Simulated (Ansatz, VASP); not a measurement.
**Two plane-wave programs on In2B**

File INCAR:

```
SYSTEM = In2B
PREC = Accurate
ENCUT = 600
EDIFF = 1E-6
ISMEAR = 0
SIGMA = 0.1
LREAL = .FALSE.
LASPH = .TRUE.
NELM = 100
ALGO = Fast
ISIF = 3
LWAVE = .FALSE.
LCHARG = .FALSE.
GGA = PE
IBRION = 2
NSW = 90
EDIFFG = -0.04
```

Contents of KPOINTS:

```
Automatic mesh
0
G
  6 6 6
  0 0 0
```

The input POSCAR:

```
In2B
1.0
    1.5636577283      0.9027782104      6.0542460434
   -1.5636577283      0.9027782104      6.0542460434
    0.0000000000     -1.8055564207      6.0542460434
In B
2 1
Direct
    0.7484000000      0.7484000000      0.7484000000
    0.5849000000      0.5849000000      0.5849000000
    0.0000000000      0.0000000000      0.0000000000
```

Input for Ansatz:

```yaml
crystal:
  lattice:
    - [1.5636577283, 0.9027782104, 6.0542460434]
    - [-1.5636577283, 0.9027782104, 6.0542460434]
    - [0.0, -1.8055564207, 6.0542460434]
  atoms:
    - { symbol: In, position: [0.7484, 0.7484, 0.7484] }
    - { symbol: In, position: [0.5849, 0.5849, 0.5849] }
    - { symbol: B, position: [0.0, 0.0, 0.0] }
basis:
  ecutwfc: 420
kpoints:
  mp_grid: { grid: [6, 6, 6] }
hamiltonian:
  xc: pbe
scf:
  occupations: { method: gaussian, width: 0.1 }
  lower_state_search: "off"
output:
  forces: true
  stress: true
  eigenvalues: true
relax:
  adjacent_minimum: "off"
  f_tol: 0.04
  max_steps: 70
  cell: { stress_tol: 0.4 }
```

Alike in both runs: task relaxation of cell and atoms; functional PBE; k mesh 6 × 6 × 6; occupations gaussian, width 0.1 eV; no spin polarisation.

|  | VASP | Ansatz |
| --- | --- | --- |
| version | VASP 6.6.1 | Ansatz 0.2.0 |
| potentials or method | VASP PAW PBE potentials, release 64 (In_d, B) | scalar-relativistic, plane waves, PAW |
| plane-wave cutoff (eV) | 600 | 420 |
| valence electrons in the cell | 29 | 29 |

```tsv
	VASP	Ansatz	Ansatz less VASP
gap on the k mesh at the Fermi level, each at its own relaxed structure (eV)	none	none	-
relaxed volume (Å³/atom)	19.85	19.89	+0.043
relaxed cell length with the largest relative difference (Å)	6.080	6.087	+0.0072
energy change over the relaxation (meV/atom)	-314	-314	0.0
```

A gap of «none» marks a metal or a gap that the smearing closes.

Caveats: the k mesh is coarse (spacing up to 0.39 Å⁻¹), so the values aren't converged; the volume moved by over 15 % at a fixed basis, so the end points are rough.
